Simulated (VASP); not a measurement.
Output of a VASP run:

**OSZICAR**
```
...
DAV:  16     0.130509857617E+02   -0.25425E-02   -0.10641E-02  2140   0.131E+00    0.329E-01
DAV:  17     0.130507388228E+02   -0.24694E-03   -0.14496E-03  2440   0.385E-01    0.619E-01
DAV:  18     0.130544476230E+02    0.37088E-02   -0.32869E-02  2146   0.154E+00    0.920E-01
DAV:  19     0.130543947487E+02   -0.52874E-04   -0.29971E-04  2800   0.135E-01    0.677E-01
DAV:  20     0.130519592458E+02   -0.24355E-02   -0.26590E-03  2188   0.411E-01    0.177E-01
DAV:  21     0.130498205255E+02   -0.21387E-02   -0.57128E-03  2134   0.668E-01    0.253E-01
DAV:  22     0.130497188388E+02   -0.10169E-03   -0.22100E-04  2614   0.113E-01    0.262E-01
DAV:  23     0.130497196059E+02    0.76706E-06   -0.27123E-06  2642   0.995E-03
   1 F= 0.13049720E+02 E0= 0.13049817E+02  d E =0.130497E+02
       N       E                     dE             d eps       ncg     rms          rms(c)
DAV:   1     0.130495614744E+02   -0.15736E-03   -0.68737E-03  2140   0.730E-01    0.171E-01
DAV:   2     0.130496932335E+02    0.13176E-03   -0.41190E-04  2218   0.175E-01    0.120E-01
DAV:   3     0.130497264054E+02    0.33172E-04   -0.24587E-04  2212   0.130E-01    0.286E-02
DAV:   4     0.130497197664E+02   -0.66390E-05   -0.27842E-05  2308   0.576E-02    0.126E-02
DAV:   5     0.130497331426E+02    0.13376E-04   -0.17610E-05  2206   0.474E-02    0.666E-03
DAV:   6     0.130497234926E+02   -0.96500E-05   -0.42928E-06  2380   0.235E-02    0.535E-03
DAV:   7     0.130497248269E+02    0.13344E-05   -0.51341E-07  1388   0.647E-03    0.164E-03
DAV:   8     0.130497254898E+02    0.66289E-06   -0.10576E-07  1190   0.339E-03
   2 F= 0.13049725E+02 E0= 0.13049817E+02  d E =0.588393E-05
       N       E                     dE             d eps       ncg     rms          rms(c)
DAV:   1     0.130496496186E+02   -0.75208E-04   -0.16421E-03  2152   0.357E-01    0.915E-02
DAV:   2     0.130496858457E+02    0.36227E-04   -0.93067E-05  2212   0.821E-02    0.268E-02
DAV:   3     0.130496960023E+02    0.10157E-04   -0.55713E-05  2176   0.595E-02    0.123E-02
DAV:   4     0.130496976064E+02    0.16040E-05   -0.66760E-06  2284   0.239E-02    0.118E-02
DAV:   5     0.130496936491E+02   -0.39573E-05   -0.28414E-06  2198   0.164E-02    0.613E-03
DAV:   6     0.130496967253E+02    0.30762E-05   -0.11218E-06  1372   0.108E-02    0.162E-03
DAV:   7     0.130496950556E+02   -0.16697E-05   -0.28094E-07  1136   0.498E-03    0.535E-04
DAV:   8     0.130496955584E+02    0.50277E-06   -0.20720E-08  1136   0.108E-03
   3 F= 0.13049696E+02 E0= 0.13049790E+02  d E =-.240475E-04
       N       E                     dE             d eps       ncg     rms          rms(c)
DAV:   1     0.130496810287E+02   -0.14027E-04   -0.34291E-04  2146   0.163E-01    0.416E-02
DAV:   2     0.130496882354E+02    0.72067E-05   -0.19404E-05  2194   0.376E-02    0.123E-02
DAV:   3     0.130496909786E+02    0.27432E-05   -0.11978E-05  2164   0.276E-02    0.546E-03
DAV:   4     0.130496915692E+02    0.59062E-06   -0.14064E-06  1804   0.112E-02
   4 F= 0.13049692E+02 E0= 0.13049787E+02  d E =-.280367E-04
       N       E                     dE             d eps       ncg     rms          rms(c)
DAV:   1     0.130496847111E+02   -0.62675E-05   -0.15439E-04  2152   0.110E-01    0.292E-02
DAV:   2     0.130496900119E+02    0.53008E-05   -0.94979E-06  2170   0.265E-02    0.839E-03
DAV:   3     0.130496893632E+02   -0.64861E-06   -0.60440E-06  2176   0.199E-02
   5 F= 0.13049689E+02 E0= 0.13049786E+02  d E =-.302427E-04
```

OUTCAR:
```
------------------------ aborting loop because EDIFF is reached ----------------------------------------
  FORCE on cell =-STRESS in cart. coord.  units (eV):
  Direction    XX          YY          ZZ          XY          YZ          ZX
  --------------------------------------------------------------------------------------
  Total        0.0001209      0.0001209     -0.0155300      0.0000000     -0.0000000     -0.0000000
  in kB        0.0044876      0.0044876     -0.5765573      0.0000000     -0.0000000     -0.0000000
  external PRESSURE =      -0.1891940 kB  Pullay stress =       0.0000000 kB
  volume of cell :       43.16
      direct lattice vectors                 reciprocal lattice vectors
     1.580640488 -2.737749597 -0.000000000     0.316327466 -0.182631750 -0.000000000
     1.580640488  2.737749597  0.000000000     0.316327466  0.182631750 -0.000000000
     0.000000000  0.000000000  4.986355370     0.000000000 -0.000000000  0.200547279
 POSITION                                       TOTAL-FORCE (eV/Angst)
 -----------------------------------------------------------------------------------
      1.58064      0.91259      1.24659        -0.000000     -0.000000      0.000000
      1.58064     -0.91259      3.73977         0.000000      0.000000      0.000000
 -----------------------------------------------------------------------------------
    total drift:                               -0.000000      0.000183     -0.000015
  FREE ENERGIE OF THE ION-ELECTRON SYSTEM (eV)
  ---------------------------------------------------
  free  energy   TOTEN  =        13.0496893632 eV

  energy  without entropy=       13.0499784534  energy(sigma->0) =       13.04978573

 reached required accuracy - stopping structural energy minimisation
```
(Selected blocks of OUTCAR.)

POSCAR:
```
Hf
1
    1.5805172195    -2.7375360894    -0.0000000000
    1.5805172195     2.7375360894    -0.0000000000
   -0.0000000000     0.0000000000     4.9859685684
Hf
2
Direct
  0.3333330000   0.6666670000   0.2500000000
  0.6666670000   0.3333330000   0.7500000000
```

Q: Write an INCAR and KPOINTS that could have produced this output.

A: This is not unique; one that fits is the input of the run itself, MS2 meta-GGA, plane waves, VASP's PBE PAW potentials (set 64).

INCAR:
```
LWAVE=.FALSE.
ALGO=Normal   ! blocked Davidson
ISMEAR=1
PREC=Accurate
SIGMA=0.1   ! width (eV)
EDIFFG=-0.01   ! ionic stop
NELM=100   ! most electronic steps
METAGGA=MS2
LASPH=.TRUE.   ! aspherical one-centre terms
ISIF=3   ! ions, shape and volume
EDIFF=1E-6
LMIXTAU=.TRUE.
ENCUT=520   ! plane-wave cut-off (eV)
LMAXMIX=6
IBRION=2
NSW=60   ! most ionic steps
LREAL=.FALSE.   ! projection in real space or not
SYSTEM=Hf
LCHARG=.FALSE.
```

**KPOINTS**
```
Automatic mesh
0
Gamma
12 12 7
0 0 0
```

POTCAR, in this order: Hf_pv (PBE.64 set). Program: vasp_std.

The compound is Hf in the hcp structure. This run relaxes it. Symmetry was kept, so distortions that lower it aren't found. The start is the result of an earlier pass.
